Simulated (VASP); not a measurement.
Consider the following.

```
Ni
1.0
    0.00000     1.79340     1.79340
    1.79340     0.00000     1.79340
    1.79340     1.79340     0.00000
Ni
1
Direct
  0.00000   0.00000   0.00000
```
Starting moments (μB, in the order of the record's atoms Ni): 0.6.

Calculation: RPBE GGA, VASP's PBE PAW potentials (set 64) (plane waves; VASP 6.6.1). Run with 520 eV cut-off, 18×18×18 Γ-centred mesh, first-order Methfessel-Paxton smearing of 0.10 eV, potentials Ni.

**Question.** Predict the cell moment, energy per atom (σ→0), pressure, band gap (on the k-mesh) with the smallest direct gap where there is one.

**Answer.** 
| Property | Result |
|---|---|
| band gap (on the k-mesh) | none (metal, semimetal or under 0.01 eV) |
| cell moment | 0.62 μB |
| energy per atom (σ→0) | -4949 meV/atom |
| pressure | -4.79 GPa |

**Question.** Give the moment on each site (PAW-sphere projection).

**Answer.** 
| site | moment (μB) |
|---|---|
| Ni1 | 0.64 |

The absolute energy has meaning only against runs of the same code, potentials and settings.

The compound is Ni in the fcc structure. This cell is one point of a volume scan, at 1.03 of the reference volume.
